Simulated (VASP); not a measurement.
Be3CdTe4:

```xyz
8
Lattice="6.2602 0.0000 0.0000 0.0000 6.2602 0.0000 0.0000 0.0000 6.2602" Properties=species:S:1:pos:R:3 pbc="T T T"
Be    0.0000    0.0000    3.1301
Be    0.0000    3.1301    0.0000
Be    3.1301    0.0000    0.0000
Cd    0.0000    0.0000    0.0000
Te    1.3794    1.3794    1.3794
Te    1.3794    4.8808    4.8808
Te    4.8808    1.3794    4.8808
Te    4.8808    4.8808    1.3794
```

The cell was built by a generator and needn't be a form met in nature.

| Property | Result |
| --- | --- |
| Program | VASP 6.6.1 |
| Task | relaxation of cell and atoms |
| Functional | PBE |
| Potentials or basis | VASP PAW PBE potentials, release 64 (Be, Cd, Te) |
| Cutoff | 520 eV |
| k mesh | 3 × 3 × 3 |
| Occupations | gaussian, width 0.15 eV |
| Spin | no spin polarisation |

At the start: pressure 8.7 GPa; volume 30.67 Å³/atom.

Task: Where does the relaxation end?

Result: Over 10 steps the energy falls by 614.9 meV/atom and the volume is 24.97 Å³/atom (-18.6 %); space group P-43m (No. 215, to 0.05 Å).

The path:
| step | energy change (eV) | largest force (eV/Å) | pressure (GPa) | volume (Å³) |
| --- | --- | --- | --- | --- |
| 1 | 0.0000 | 6.3122 | 8.66 | 245.34 |
| 2 | -1.8283 | 0.7088 | -6.96 | 309.05 |
| 3 | -2.7812 | 1.0171 | -3.60 | 280.66 |
| 4 | -2.7830 | 1.0971 | -3.50 | 279.75 |
| 5 | -3.5355 | 1.0536 | -2.90 | 258.00 |
| 6 | -4.7859 | 0.9472 | 2.07 | 199.56 |
| 7 | -4.7795 | 0.8969 | 3.29 | 192.86 |
| 8 | -4.6563 | 1.1977 | -1.28 | 194.44 |
| 9 | -4.8982 | 0.0134 | 1.12 | 193.49 |
| 10 | -4.9190 | 0.0171 | 0.04 | 199.72 |

Final structure:
```yaml
crystal:
  lattice:
    - [5.84532, 0.00000, 0.00000]
    - [0.00000, 5.84532, 0.00000]
    - [0.00000, 0.00000, 5.84532]
  atoms:
    - { symbol: Be, position: [0.00000, 0.00000, 0.50000] }
    - { symbol: Be, position: [0.00000, 0.50000, 0.00000] }
    - { symbol: Be, position: [0.50000, 0.00000, 0.00000] }
    - { symbol: Cd, position: [0.00000, 0.00000, 0.00000] }
    - { symbol: Te, position: [0.27106, 0.27106, 0.27106] }
    - { symbol: Te, position: [0.27106, 0.72894, 0.72894] }
    - { symbol: Te, position: [0.72894, 0.27106, 0.72894] }
    - { symbol: Te, position: [0.72894, 0.72894, 0.27106] }
```

Caveat: the volume moved by over 15 % at a fixed basis, so the end points are rough.
